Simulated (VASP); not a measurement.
Here is the system:

```
SrVO3
1.0
    3.92784     0.00000     0.00000
    0.00000     3.92784     0.00000
    0.00000     0.00000     3.92784
Sr V O
1 1 3
Cartesian
  0.00000   0.00000   0.00000
  1.96392   1.96392   1.96392
  1.96392   0.00000   1.96392
  0.00000   1.96392   1.96392
  1.96392   1.96392   0.00000
```

Level of theory: revPBE GGA, VASP's PBE PAW potentials (set 64) (plane waves; VASP). Run with 520 eV cut-off, 8×8×8 Γ-centred mesh, first-order Methfessel-Paxton smearing of 0.10 eV, potentials Sr_sv V_sv O.

Task: Give the stress tensor in GPa (positive for a compressed cell).

Result: 
```
-4.65   0.00   0.00
 0.00  -4.65   0.00
 0.00   0.00  -4.65
```
The pressure is its mean diagonal, -4.65 GPa.

The compound is SrVO3 in the cubic perovskite structure. This cell is one point of a volume scan, at 1.03 of the reference volume. The run is not spin-polarised, so no magnetic state was tried. The electron count is odd and the run is not spin-polarised, which forces a metal.
